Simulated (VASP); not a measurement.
A convergence study with VASP on MgTe (zinc blende): one setting is varied, all else stays as given below, so the limit is that of these other settings.

```xyz
2
Lattice="0.0000 3.2100 3.2100 3.2100 0.0000 3.2100 3.2100 3.2100 0.0000" Properties=species:S:1:pos:R:3 pbc="T T T"
Mg     0.0000     0.0000     0.0000
Te     1.6050     1.6050     1.6050
```

The numbers are results of PBE GGA, VASP's PBE PAW potentials (set 64) (plane waves; VASP 6.6.1), not measurements. The tightest run used: 550 eV cut-off, 12×12×12 Γ-centred mesh, Gaussian smearing of 0.010 eV, potentials Mg Te.

**Question.** The settings run are 4×4×4 mesh; 6×6×6 mesh; 8×8×8 mesh; 10×10×10 mesh; 12×12×12 mesh. From which on does the mean ε∞ stay within 0.1  of the tightest run?

**Answer.** From 8×8×8 mesh on: it is off by 0.03 there and by no more than 0.1 in any finer run, while 6×6×6 mesh is off by 0.19.
```tsv
setting	mean ε∞	highest Γ mode (cm⁻¹)	irreducible k-points	difference judged ()
4×4×4 mesh	6.67	244.8	8	1.17
6×6×6 mesh	5.69	245.0	16	0.19
8×8×8 mesh	5.53	245.0	29	0.03
10×10×10 mesh	5.50	245.0	47	0.00
12×12×12 mesh	5.50	245.0	72	0.00
```

Left out are rungs that failed or repeat a setting and relaxations that didn't move; long series are thinned to 24 rows.

The compound is MgTe in the zinc blende structure, whereas wurtzite is the usual form. The cell was not relaxed at this level.
